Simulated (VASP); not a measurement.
Input:

```
CELL_PARAMETERS angstrom
      3.89787     0.00000     0.00000
      0.00000     3.89787     0.00000
      0.00000     0.00000     3.89787
ATOMIC_POSITIONS crystal
  Ti 0.00000 0.00000 0.98076
  Pt 0.00000 0.50000 0.50000
  Pt 0.50000 0.00000 0.50000
  Pt 0.50000 0.50000 0.00000
```

All values below come from PBEsol GGA, VASP's PBE PAW potentials (set 64) (plane waves; VASP). Run with 480 eV cut-off, 8×8×8 Γ-centred mesh, first-order Methfessel-Paxton smearing of 0.10 eV, potentials Ti_sv Pt.

**Question.** Which forces act on the atoms, in eV/Å?

**Answer.** 
```json
[
 {"atom": "Ti1", "Fx": "0.000", "Fy": "0.000", "Fz": "0.341"},
 {"atom": "Pt2", "Fx": "0.000", "Fy": "0.000", "Fz": "-0.138"},
 {"atom": "Pt3", "Fx": "0.000", "Fy": "0.000", "Fz": "-0.138"},
 {"atom": "Pt4", "Fx": "0.000", "Fy": "0.000", "Fz": "-0.065"}
]
```

**Question.** Give the stress tensor in GPa (positive for a compressed cell).

**Answer.** 
```
0.29  0.00  0.00
0.00  0.29  0.00
0.00  0.00  0.38
```
The pressure is its mean diagonal, 0.32 GPa.

The compound is Pt3Ti in the L1_2 structure. This cell was strained or had an atom moved on purpose.
